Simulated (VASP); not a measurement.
Consider the following.

```yaml
crystal:
  lattice:
    - [0.00000, 2.11464, 2.11464]
    - [2.11464, 0.00000, 2.11464]
    - [2.11464, 2.11464, 0.00000]
  atoms:
    - { symbol: Li, position: [0.00000, 0.00000, 0.00000] }
```

The numbers are results of LDA (Ceperley-Alder, Perdew-Zunger), VASP's LDA PAW potentials (set 64) (plane waves; VASP 6.6.1), not measurements. Settings: 520 eV cut-off, 17×17×17 Γ-centred mesh, tetrahedra with Blöchl corrections, potentials Li_sv.

Problem. Estimate the energy per atom (σ→0), band gap (on the k-mesh) with the smallest direct gap where there is one.

Solution. 
The band gap (on the k-mesh) comes out as none (metal, semimetal or under 0.01 eV) and the energy per atom (σ→0) is -2.047 eV/atom.

The structure comes from a computed database's Li entry (Fm-3m); how it stands against other phases isn't given here. It was relaxed first, which changed the volume by -7 %.
